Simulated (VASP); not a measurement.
Computed with rev-vdW-DF2, VASP's PBE PAW potentials (set 64) (plane waves; VASP 6.6.1).

VASP ran on this input.

POSCAR:
```
Be
1
    1.1347284602    -1.9654071759     0.0000000000
    1.1347284602     1.9654071759     0.0000000000
    0.0000000000     0.0000000000     3.5566733497
Be
2
Direct
  0.3333330000   0.6666670000   0.2500000000
  0.6666670000   0.3333330000   0.7500000000
```

**KPOINTS**
```
Automatic mesh
0
Gamma
20 20 12
0 0 0
```

INCAR:
```
AGGAC=0.0
LCHARG=.True.
NEDOS=601   # DOS grid
LUSE_VDW=.True.
LORBIT=11
PREC=Accurate
EDIFF=1E-7
ISIF=2   # forces and stress, cell fixed
ENCUT=520   # plane-wave cut-off (eV)
NELM=100   # most electronic steps
LASPH=.True.
PARAM1=0.1234568
ZAB_VDW=-1.8867
PARAM2=0.7114
ALGO=Normal   # blocked Davidson
LREAL=.False.   # projection in real space or not
GGA=MK
SYSTEM=Be
LWAVE=.False.
ISMEAR=-5   # tetrahedra, Bloechl
```

POTCAR, in this order: Be (PBE.64 set). Program: vasp_std.

The resulting files:

### OSZICAR
```
       N       E                     dE             d eps       ncg     rms          rms(c)
DAV:   1    -0.139628938084E+01   -0.13963E+01   -0.18551E+03  3720   0.556E+02
DAV:   2    -0.671646001435E+01   -0.53202E+01   -0.52638E+01  5712   0.652E+01
DAV:   3    -0.675441576982E+01   -0.37956E-01   -0.37933E-01  4800   0.495E+00
DAV:   4    -0.675446245790E+01   -0.46688E-04   -0.46375E-04  5436   0.158E-01
DAV:   5    -0.675446248737E+01   -0.29472E-07   -0.28273E-07  4770   0.219E-03    0.122E+00
DAV:   6    -0.672208576220E+01    0.32377E-01   -0.31510E-03  4560   0.788E-01    0.745E-01
DAV:   7    -0.670944447041E+01    0.12641E-01   -0.39931E-03  4590   0.908E-01    0.288E-02
DAV:   8    -0.670941244520E+01    0.32025E-04   -0.85863E-06  5382   0.490E-02    0.117E-02
DAV:   9    -0.670940955090E+01    0.28943E-05   -0.29409E-06  4350   0.287E-02    0.933E-04
DAV:  10    -0.670940900312E+01    0.54778E-06   -0.35755E-08  4668   0.298E-03    0.207E-04
DAV:  11    -0.670940886506E+01    0.13806E-06   -0.42213E-09  2526   0.897E-04    0.274E-05
DAV:  12    -0.670940886592E+01   -0.86908E-09   -0.26645E-10  2574   0.228E-04
   1 F= -.67094089E+01 E0= -.67094089E+01  d E =0.000000E+00
```

### OUTCAR
```
------------------------ aborting loop because EDIFF is reached ----------------------------------------
  FORCE on cell =-STRESS in cart. coord.  units (eV):
  Direction    XX          YY          ZZ          XY          YZ          ZX
  --------------------------------------------------------------------------------------
  Total       -0.0519242     -0.0519242      0.1179247      0.0000000      0.0000000      0.0000000
  in kB       -5.2439904     -5.2439895     11.9095879      0.0000000      0.0000000      0.0000000
  external PRESSURE =       0.4738694 kB  Pullay stress =       0.0000000 kB
  volume of cell :       15.86
      direct lattice vectors                 reciprocal lattice vectors
     1.134728460 -1.965407176  0.000000000     0.440634053 -0.254400211  0.000000000
     1.134728460  1.965407176  0.000000000     0.440634053  0.254400211  0.000000000
     0.000000000  0.000000000  3.556673350     0.000000000  0.000000000  0.281161609
 POSITION                                       TOTAL-FORCE (eV/Angst)
 -----------------------------------------------------------------------------------
      1.13473      0.65514      0.88917        -0.000000     -0.000000      0.000000
      1.13473     -0.65514      2.66751         0.000000      0.000000      0.000000
 -----------------------------------------------------------------------------------
    total drift:                                0.000000     -0.000003      0.000005
  FREE ENERGIE OF THE ION-ELECTRON SYSTEM (eV)
  ---------------------------------------------------
  free  energy   TOTEN  =        -6.7094088659 eV

  energy  without entropy=       -6.7094088659  energy(sigma->0) =       -6.70940887

 total charge

# of ion       s       p       d       tot
------------------------------------------
    1        0.404   0.764   0.000   1.168
    2        0.404   0.764   0.000   1.168
--------------------------------------------------
tot          0.807   1.528   0.000   2.336
```
(Selected blocks of OUTCAR.)

For a metal the tetrahedron method with Blöchl corrections gives inexact stress and forces.

The compound is Be in the hcp structure. It was relaxed first.
